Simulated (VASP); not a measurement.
```yaml
crystal:
  lattice:
    - [0.00000, 2.62813, 2.62813]
    - [2.62813, 0.00000, 2.62813]
    - [2.62813, 2.62813, 0.00000]
  atoms:
    - { symbol: Cd, position: [0.00000, 0.00000, 0.00000] }
    - { symbol: S, position: [0.25000, 0.25000, 0.25000] }
```

Level of theory: PBE GGA, VASP's PBE PAW potentials (set 64) (plane waves; VASP). Run with 500 eV cut-off, 9×9×9 Γ-centred mesh, Gaussian smearing of 0.050 eV, potentials Cd S.

### Question
Predict the energy per atom (σ→0), pressure, band gap (on the k-mesh) with the smallest direct gap where there is one.

### Answer

| Item | Result |
|---|---|
| band gap (on the k-mesh) | 1.73 eV |
| smallest direct gap (on the k-mesh) | 1.73 eV |
| energy per atom (σ→0) | -2.269 eV/atom |
| pressure | 45.11 GPa |

Only differences to runs with the same potentials and settings are physical.

The compound is CdS in the zinc blende structure, a metastable form; wurtzite is the usual one. It was relaxed first under an external pressure of 45 GPa.
